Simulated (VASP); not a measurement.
```
KF
1.0
    0.00000     2.67500     2.67500
    2.67500     0.00000     2.67500
    2.67500     2.67500     0.00000
K F
1 1
Direct
  0.00000   0.00000   0.00000
  0.50000   0.50000   0.50000
```

The numbers are results of vdW-DF-cx, VASP's PBE PAW potentials (set 64) (plane waves; VASP), not measurements. Numerical set-up: 520 eV cut-off, 10×10×10 Γ-centred mesh, tetrahedra with Blöchl corrections, potentials K_sv F.

Problem. What does the run give for the energy per atom (σ→0), band gap (on the k-mesh) with the smallest direct gap where there is one?

Solution. 
| Property | Value |
|---|---|
| band gap (on the k-mesh) | 6.37 eV |
| smallest direct gap (on the k-mesh) | 6.37 eV |
| energy per atom (σ→0) | -2.103 eV/atom |

Only differences to runs with the same potentials and settings are physical.

The compound is KF in the rock salt structure. The cell was not relaxed at this level.
